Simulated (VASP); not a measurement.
Energy against volume of MgF$_{2}$ (rutile). Computed with vdW-DF-cx, VASP's PBE PAW potentials (set 64) (plane waves; VASP). Settings: 520 eV cut-off, 5×5×7 Γ-centred mesh, Gaussian smearing of 0.050 eV, potentials Mg F.

Shape and ions are relaxed at each volume.

```tsv
V (Å³/atom)	E (eV/atom)
10.733	-3.55177
11.065	-3.55578
11.397	-3.55383
11.729	-3.54677
```

Q: Fit these four points and predict the energy of the run at 10.401 Å³/atom.

A: A cubic in V^(−2/3), the third-order Birch-Murnaghan form, passes through the four points with V0 = 11.11 Å³/atom and B0 = 94 GPa, and gives -3.5408 eV/atom there. The run gave -3.5406 eV/atom, +0.1 meV/atom from the fit; all five points give B0 = 94 GPa.

The compound is MgF2 in the rutile structure. It was relaxed first.
